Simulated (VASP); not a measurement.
An input for VASP 6.6.1 (BiTe):

File run.py:

```python
from ase.calculators.vasp import Vasp
from ase.io import read
from ase.optimize import BFGS

atoms = read('POSCAR')
calc = Vasp(
    directory='calc',
    xc='lda',
    pp='LDA',
    setups='minimal',
    pp_version='54',
    prec='Accurate',
    encut=500,
    ediff=1e-06,
    ismear=-5,
    sigma=0.05,
    lreal=False,
    lasph=True,
    nelm=60,
    algo='Normal',
    isif=2,
    lwave=False,
    lcharg=False,
    ivdw=13,
    kpts=[7, 7, 7],
    gamma=True,
)
atoms.calc = calc
opt = BFGS(atoms, trajectory='relax.traj')
converged = opt.run(fmax=0.005, steps=40)
print('converged:', converged)

print('energy (eV):', atoms.get_potential_energy())
print('free energy (eV):', atoms.get_potential_energy(force_consistent=True))
print('forces (eV/A):')
print(atoms.get_forces())
print('stress (eV/A^3, Voigt):', atoms.get_stress())
print('Fermi level (eV):', calc.get_fermi_level())
print('cell (A, degrees):', atoms.cell.cellpar())
print('volume (A^3):', atoms.get_volume())
print('scaled positions:')
print(atoms.get_scaled_positions())
```

The input POSCAR:

```
BiTe
1.0
    0.0000000000      3.2350000000      3.2350000000
    3.2350000000      0.0000000000      3.2350000000
    3.2350000000      3.2350000000      0.0000000000
Bi Te
1 1
Direct
    0.0210090000     -0.0210570000      0.0035560000
    0.4890400000      0.4908750000      0.4994860000
```

Potentials or basis: VASP PAW LDA potentials, release 54 (Bi, Te).

Run with:

```console
$ python run.py
```

What does the program do with it?

The run stopped without a result. It printed:

Output:

```text
Traceback (most recent call last):
  ...
ase.calculators.calculator.CalculationFailed: vasp in <dir> returned an error: 1 stderr is in vasp.out
```

OUTCAR:

```text
ENCUT = 500.000000
   EDIFF = 1.00e-06
   PREC = Accurate
   ISIF = 2
   ISMEAR = -5
   NELM = 60
   IVDW = 13
   LASPH = .TRUE.
   LREAL = .FALSE.
```

Among its messages:

```text
The xc functional is not supported. VDW_S6, VDW_S8, VDW_A1 and VDW_A2 have to be defined in INCAR. ---->  I REFUSE TO CONTINUE WITH THIS SICK JOB ... BYE!!! <----
```
